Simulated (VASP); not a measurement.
All values below come from LDA (Ceperley-Alder, Perdew-Zunger), VASP's LDA PAW potentials (set 64) (plane waves; VASP).

VASP ran on this input.

INCAR:
```
! general
SYSTEM =Cd
PREC   =Accurate
ENCUT  =500
LREAL  =.FALSE.
LASPH  =.TRUE.

! electronic loop
EDIFF  =1E-6
NELM   =100
ALGO   =Normal
LMAXMIX=4

! smearing
ISMEAR =1
SIGMA  =0.1

! ions
IBRION =2
NSW    =40
ISIF   =3
EDIFFG =-0.02
PSTRESS=450

! output
LWAVE  =.FALSE.
LCHARG =.FALSE.
```

POSCAR:
```
Cd
1.0
  1.3853364385  -2.3994787522   0.0000000000
  1.3853364385   2.3994787522   0.0000000000
  0.0000000000   0.0000000000   4.5119537164
Cd
2
Cart
  1.3853364385   0.7998278504   1.1279884291
  1.3853364385  -0.7998278504   3.3839652873
```

File KPOINTS:
```
Automatic mesh
0
Gamma
15 15 8
0 0 0
```

POTCAR, in this order: Cd (LDA.64 set). Program: vasp_std.

Output of the run:

### OSZICAR
```
       N       E                     dE             d eps       ncg     rms          rms(c)
DAV:   1     0.176776360393E+03    0.17678E+03   -0.13849E+04  4320   0.159E+03
DAV:   2     0.640406683426E+00   -0.17614E+03   -0.17307E+03  4408   0.397E+02
DAV:   3    -0.228362138570E+01   -0.29240E+01   -0.29214E+01  5376   0.616E+01
DAV:   4    -0.228728862299E+01   -0.36672E-02   -0.36672E-02  5088   0.190E+00
DAV:   5    -0.228729782385E+01   -0.92009E-05   -0.92008E-05  5232   0.939E-02    0.129E+01
DAV:   6    -0.205061025990E+01    0.23669E+00   -0.46833E-01  4824   0.105E+01    0.840E+00
DAV:   7    -0.201189351874E+01    0.38717E-01   -0.89337E-02  5568   0.381E+00    0.170E+00
DAV:   8    -0.200818763554E+01    0.37059E-02   -0.15618E-02  4768   0.194E+00    0.127E-01
DAV:   9    -0.200820308897E+01   -0.15453E-04   -0.64834E-05  5352   0.780E-02    0.613E-02
DAV:  10    -0.200821304598E+01   -0.99570E-05   -0.32502E-06  4400   0.220E-02    0.115E-02
DAV:  11    -0.200821275807E+01    0.28791E-06   -0.16482E-06  2760   0.200E-02
   1 F= 0.64167643E+01 E0= 0.64167831E+01  d E =0.641676E+01
```

File OUTCAR:
```
------------------------ aborting loop because EDIFF is reached ----------------------------------------
  FORCE on cell =-STRESS in cart. coord.  units (eV):
  Direction    XX          YY          ZZ          XY          YZ          ZX
  --------------------------------------------------------------------------------------
  Total        8.4382674      8.4383071      8.4633844      0.0000000     -0.0000000      0.0000000
  in kB      450.7098678    450.7119923    452.0514339      0.0000000     -0.0000000      0.0000000
  external PRESSURE =       1.1577647 kB  Pullay stress =     450.0000000 kB
  volume of cell :       30.00
      direct lattice vectors                 reciprocal lattice vectors
     1.385336438 -2.399478752  0.000000000     0.360923156 -0.208378590  0.000000000
     1.385336438  2.399478752  0.000000000     0.360923156  0.208378590  0.000000000
     0.000000000  0.000000000  4.511953716     0.000000000  0.000000000  0.221633479
 POSITION                                       TOTAL-FORCE (eV/Angst)
 -----------------------------------------------------------------------------------
      1.38534      0.79983      1.12799         0.000000     -0.000000      0.000000
      1.38534     -0.79983      3.38397        -0.000000      0.000000      0.000000
 -----------------------------------------------------------------------------------
    total drift:                               -0.000000      0.000134      0.000003
  FREE ENERGIE OF THE ION-ELECTRON SYSTEM (eV)
  ---------------------------------------------------
  free  energy   TOTEN  =        -2.0082127581 eV

  energy  without entropy=       -2.0081563971  energy(sigma->0) =       -2.00819397
  enthalpy is  TOTEN    =         6.4167643442 eV   P V=        8.4249771022

 reached required accuracy - stopping structural energy minimisation
```
(Selected blocks of OUTCAR.)

The compound is Cd in the hcp structure. It was relaxed first under an external pressure of 45 GPa.
